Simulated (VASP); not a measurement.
**BaTiO3: energy against strain**

BaTiO3 (cubic perovskite, Pm-3m, 12.881 Å³/atom and stress up to 0.12 GPa in the relaxed cell, cube axes along x, y and z) under a strain ε along a cube axis (axis z), the other axes held. r2SCAN in VASP (plane waves, PAW), 600 eV, 8×8×8 Γ-centred mesh, Gaussian smearing 0.05 eV; ions are relaxed, or left where forces stay under 0.02 eV/Å, within the symmetry of each cell.

Here s stands for strain and y for E less E0.

```csv
strain (%),E less E0 (meV/atom)
-1.50,3.22
-1.00,1.46
-0.50,0.39
0.00,0.00
0.50,0.22
1.00,1.04
1.50,2.43
3.00,?
```

Fit y of the 7 rows that show it with a parabola. Least squares gives y = -0.007 - 0.2414·s + 1.2581·s². Residuals (row less fit): 0.034, -0.033, -0.038, 0.007, 0.033, 0.030, -0.032; standard error 0.041 (degrees of freedom: 4). Twice the quadratic coefficient over the volume, 2 × 1.2581 meV × 10⁴ × 0.1602 / 12.881 Å³, is the elastic constant C11 = 313 ± 4 GPa (± standard error of the fit, which holds the terms cut off).

Problem. Estimate the missing y (s = 3.00); what did the run itself give?

Solution. y = -0.007 - 0.2414 × 3.0 + 1.2581 × 3.0² = 10.592 meV/atom. The calculation gives 9.67 meV/atom, 0.922 meV/atom below the prediction (9.5 % of the range of y in the table). The row lies outside the fitted rows, so this is an extrapolation. From the scatter of the fitted rows alone, a prediction at this place has a standard error of 0.157 meV/atom, so the miss is 5.9 times that.

A polynomial of degree 3 through the 12 other runs of the series gives 9.62 there, so most of the miss is curvature that the fit leaves out. The primitive cell can neither tilt nor turn polar against its symmetry, as such crystals can under strain. BaTiO3 is here the ideal cubic form; the compound distorts at low or room temperature. Rows are the converged runs of the series near zero and its far end, less any whose ions stayed unrelaxed beside relaxed ones; series whose fitted rows scatter by over a few per cent of the range, as at a crossing or softening among them, aren't shown in this form. Most that stay on the fit to the last digits aren't either.
